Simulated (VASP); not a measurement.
Level of theory: PBE GGA, VASP's PBE PAW potentials (set 64) (plane waves; VASP 6.6.1).

The input files of a VASP run:

File KPOINTS:
```
Regular mesh
0
gamma
 7 7 7
```

**POSCAR**
```
PbS
1
    0.0000000000     2.9657500000     2.9657500000
    2.9657500000     0.0000000000     2.9657500000
    2.9657500000     2.9657500000     0.0000000000
Pb S
1 1
Direct
  0.0000000000   0.0000000000   0.0000000000
  0.5000000000   0.5000000000   0.5000000000
```

**INCAR**
```
ALGO=Normal
EDIFF=1E-6
EDIFFG=-0.01
ENCUT=400
GGA=PE
IBRION=2
ISIF=3
ISMEAR=0
LASPH=.True.
LCHARG=.False.
LMAXMIX=4
LREAL=.False.
LWAVE=.False.
NELM=100
NSW=60
PREC=Accurate
SIGMA=0.05
SYSTEM=PbS
```

POTCAR, in this order: Pb_d S (PBE.64 set). Program: vasp_std.

The run wrote:

**OSZICAR**
```
       N       E                     dE             d eps       ncg     rms          rms(c)
DAV:   1     0.148455864202E+03    0.14846E+03   -0.85492E+03   574   0.125E+03
DAV:   2     0.249354227294E+01   -0.14596E+03   -0.14195E+03   632   0.333E+02
DAV:   3    -0.895276688340E+01   -0.11446E+02   -0.11371E+02   734   0.983E+01
DAV:   4    -0.922910287798E+01   -0.27634E+00   -0.27621E+00   632   0.183E+01
DAV:   5    -0.923926908424E+01   -0.10166E-01   -0.10166E-01   790   0.322E+00    0.464E+00
DAV:   6    -0.875341551061E+01    0.48585E+00   -0.14860E+00   814   0.971E+00    0.330E+00
DAV:   7    -0.875428041281E+01   -0.86490E-03   -0.15224E-01   584   0.225E+00    0.189E+00
DAV:   8    -0.875785998496E+01   -0.35796E-02   -0.15978E-02   626   0.162E+00    0.243E-01
DAV:   9    -0.875748532912E+01    0.37466E-03   -0.31994E-03   846   0.586E-01    0.860E-02
DAV:  10    -0.875765814065E+01   -0.17281E-03   -0.34244E-04   596   0.126E-01    0.477E-02
DAV:  11    -0.875766723265E+01   -0.90920E-05   -0.67960E-05   710   0.102E-01    0.149E-02
DAV:  12    -0.875766822885E+01   -0.99621E-06   -0.42886E-06   704   0.223E-02
   1 F= -.87576682E+01 E0= -.87576682E+01  d E =-.875767E+01
       N       E                     dE             d eps       ncg     rms          rms(c)
DAV:   1    -0.920222909225E+01   -0.44456E+00   -0.14535E+01   692   0.739E+01    0.374E+00
DAV:   2    -0.883197750170E+01    0.37025E+00   -0.78457E-01   680   0.156E+01    0.136E+00
DAV:   3    -0.876820651880E+01    0.63771E-01   -0.26709E-01   692   0.914E+00    0.299E-01
DAV:   4    -0.876849600263E+01   -0.28948E-03   -0.56033E-03   560   0.654E-01    0.171E-01
DAV:   5    -0.876854285506E+01   -0.46852E-04   -0.93674E-04   696   0.384E-01    0.599E-02
DAV:   6    -0.876853520451E+01    0.76506E-05   -0.98065E-05   692   0.166E-01    0.112E-02
DAV:   7    -0.876853690420E+01   -0.16997E-05   -0.15938E-05   608   0.607E-02    0.388E-03
DAV:   8    -0.876853830517E+01   -0.14010E-05   -0.11500E-06   378   0.190E-02    0.186E-03
DAV:   9    -0.876853872790E+01   -0.42274E-06   -0.32436E-07   370   0.521E-03
   2 F= -.87685387E+01 E0= -.87685387E+01  d E =-.108705E-01
       N       E                     dE             d eps       ncg     rms          rms(c)
DAV:   1    -0.879980504039E+01   -0.31267E-01   -0.93513E-01   686   0.174E+01    0.100E+00
DAV:   2    -0.877398403740E+01    0.25821E-01   -0.54213E-02   692   0.422E+00    0.349E-01
DAV:   3    -0.876992556015E+01    0.40585E-02   -0.17404E-02   692   0.235E+00    0.935E-02
DAV:   4    -0.876997237681E+01   -0.46817E-04   -0.38082E-04   574   0.168E-01    0.491E-02
DAV:   5    -0.876999546148E+01   -0.23085E-04   -0.65197E-05   708   0.103E-01    0.172E-02
DAV:   6    -0.876999768773E+01   -0.22263E-05   -0.80483E-06   716   0.422E-02    0.317E-03
DAV:   7    -0.876999612644E+01    0.15613E-05   -0.84995E-07   418   0.129E-02    0.129E-03
DAV:   8    -0.876999565481E+01    0.47163E-06   -0.12978E-07   310   0.566E-03
   3 F= -.87699957E+01 E0= -.87699957E+01  d E =-.123274E-01
```

File OUTCAR:
```
------------------------ aborting loop because EDIFF is reached ----------------------------------------
  FORCE on cell =-STRESS in cart. coord.  units (eV):
  Direction    XX          YY          ZZ          XY          YZ          ZX
  --------------------------------------------------------------------------------------
  Total        0.0003206      0.0003206      0.0003206      0.0000000      0.0000000     -0.0000000
  in kB        0.0094950      0.0094950      0.0094950      0.0000000      0.0000000     -0.0000000
  external PRESSURE =       0.0094950 kB  Pullay stress =       0.0000000 kB
  volume of cell :       54.10
      direct lattice vectors                 reciprocal lattice vectors
    -0.000000000  3.001924016  3.001924016    -0.166559845  0.166559845  0.166559845
     3.001924016 -0.000000000  3.001924016     0.166559845 -0.166559845  0.166559845
     3.001924016  3.001924016  0.000000000     0.166559845  0.166559845 -0.166559845
  FREE ENERGIE OF THE ION-ELECTRON SYSTEM (eV)
  ---------------------------------------------------
  free  energy   TOTEN  =        -8.7699956548 eV

  energy  without entropy=       -8.7699956548  energy(sigma->0) =       -8.76999565

 reached required accuracy - stopping structural energy minimisation
```
(Selected blocks of OUTCAR.)

### CONTCAR
```
PbS
   1.00000000000000
    -0.0000000000000000    3.0019240160302245    3.0019240160302245
     3.0019240160302245   -0.0000000000000000    3.0019240160302245
     3.0019240160302245    3.0019240160302245    0.0000000000000000
  Pb              S
     1     1
Direct
     0.0000000000000000    0.0000000000000000    0.0000000000000000
     0.5000000000000000    0.5000000000000000    0.5000000000000000
```

Energy and stress use the plane-wave basis of the starting cell.

The structure comes from a measured PbS entry (Fm-3m) of the Crystallography Open Database, whose conditions weren't checked. This run relaxes it. Symmetry was kept, so distortions that lower it aren't found.
